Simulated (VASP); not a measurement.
A cell of Re (hcp) near equilibrium:

```
CELL_PARAMETERS angstrom
      1.37845    -2.38755     0.00000
      1.37845     2.38755     0.00000
      0.00000     0.00000     4.46652
ATOMIC_POSITIONS crystal
  Re 0.33333 0.66667 0.25000
  Re 0.66667 0.33333 0.75000
```

The numbers are results of r2SCAN meta-GGA, VASP's PBE PAW potentials (set 64) (plane waves; VASP 6.6.1), not measurements.

```json
[
 {"run": "as it is", "ΔE (meV/atom)": "0.0", "σxx": "0.02", "σyy": "0.02", "σzz": "0.04", "largest shear component, with its sign (GPa)": "0.00", "largest force (eV/Å)": "0.000"},
 {"run": "after one change", "ΔE (meV/atom)": "0.9", "σxx": "1.21", "σyy": "1.21", "σzz": "3.75", "largest shear component, with its sign (GPa)": "0.00", "largest force (eV/Å)": "0.000"}
]
```
Stress is in GPa, positive when the cell is compressed.

Question: Name the change that produced these shifts.
(A) atom 2 (Re) moved by 0.025 Å along y
(B) uniaxial strain of +1.5 % along z
(C) biaxial strain of -2.0 % in the xy plane
(D) uniaxial strain of -0.5 % along z

Answer: D, uniaxial strain of -0.5 % along z

The compound is Re in the hcp structure.
